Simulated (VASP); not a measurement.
Sc (hcp) relaxed at rising pressure, in one space group throughout; other phases were not tried. The pressures are those reached. Level of theory: LDA (Ceperley-Alder, Perdew-Zunger), VASP's LDA PAW potentials (set 64) (plane waves; VASP).

| P (GPa) | V (Å³/atom) | k-mesh |
|---|---|---|
| 0.04 | 22.508 | 13×13×8 |
| 4.98 | 20.967 | 13×13×8 |
| 9.99 | 19.764 | 14×14×8 |
| 20.05 | 17.913 | 14×14×8 |
| 30.00 | 16.552 | 14×14×8 |

A change of mesh leaves a small step in the series.

Task: Fit an equation of state and predict the volume at 44.94 GPa.

Result: Least squares on the third-order Birch-Murnaghan form, P = (3B0/2)(y⁷ − y⁵)[1 + (3/4)(B′ − 4)(y² − 1)] with y = (V0/V)^(1/3), gives V0 = 22.520 Å³/atom, B0 = 63 GPa and B′ = 3.0, and so 14.986 Å³/atom. The run gave 15.022 Å³/atom, +0.2 % from the fit.

Pressures at which the relaxation failed are left out.

The compound is Sc in the hcp structure.
